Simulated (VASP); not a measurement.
Here is the system:

```xyz
4
Lattice="4.5262 0.0000 0.0000 -2.2631 3.9198 0.0000 0.0000 0.0000 5.4444" Properties=species:S:1:pos:R:3 pbc="T T T"
Ge     0.0000     2.6132     5.2246
Ge     2.2631     1.3066     2.5024
S      0.0000     2.6132     2.2614
S      2.2631     1.3066     4.9836
```

The numbers are results of PBEsol GGA, VASP's PBE PAW potentials (set 64) (plane waves; VASP), not measurements. Run with 500 eV cut-off, 6×6×4 Γ-centred mesh, Gaussian smearing of 0.050 eV, potentials Ge_d S.

Problem. Estimate the energy per atom (σ→0).

Solution. 
```json
{
  "energy per atom (σ→0)": "-459.3 kJ/mol of atoms"
}
```

The absolute energy has meaning only against runs of the same code, potentials and settings.

The structure was generated: GeS was put into the wurtzite type (P6_3mc), which need not be its known phase. It was relaxed first, which changed the volume by +38 %.
